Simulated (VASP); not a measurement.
Input:

```
CELL_PARAMETERS angstrom
      0.00000     1.79511     1.79511
      1.79511     0.00000     1.79511
      1.79511     1.79511     0.00000
ATOMIC_POSITIONS crystal
  C  0.00000 0.00000 0.00000
  C  0.25000 0.25000 0.25000
```

These are RPBE GGA, VASP's PBE PAW potentials (set 64) (plane waves; VASP) values and carry that method's errors. Numerical set-up: 520 eV cut-off, Gaussian smearing of 0.050 eV, potentials C.

Question: Give the energies of bands 2 to 7 at the high-symmetry points, in eV from the valence-band maximum.

Answer: 
```json
[
 {"band": "2", "Γ": "0.00", "X": "-12.70", "U": "-11.67", "L": "-13.18", "W": "-11.95"},
 {"band": "3", "Γ": "0.00", "X": "-6.20", "U": "-9.13", "L": "-2.76", "W": "-8.16"},
 {"band": "4", "Γ": "0.00", "X": "-6.20", "U": "-5.28", "L": "-2.76", "W": "-8.16"},
 {"band": "5", "Γ": "5.54", "X": "4.72", "U": "5.63", "L": "8.39", "W": "10.59"},
 {"band": "6", "Γ": "5.54", "X": "4.72", "U": "10.63", "L": "8.39", "W": "10.59"},
 {"band": "7", "Γ": "5.54", "X": "16.60", "U": "14.19", "L": "8.53", "W": "12.07"}
]
```

The gap is indirect, 4.08 eV, from the valence maximum at Γ to the conduction minimum at Γ-X at 0.71.

The compound is C in the diamond structure. It was relaxed first.
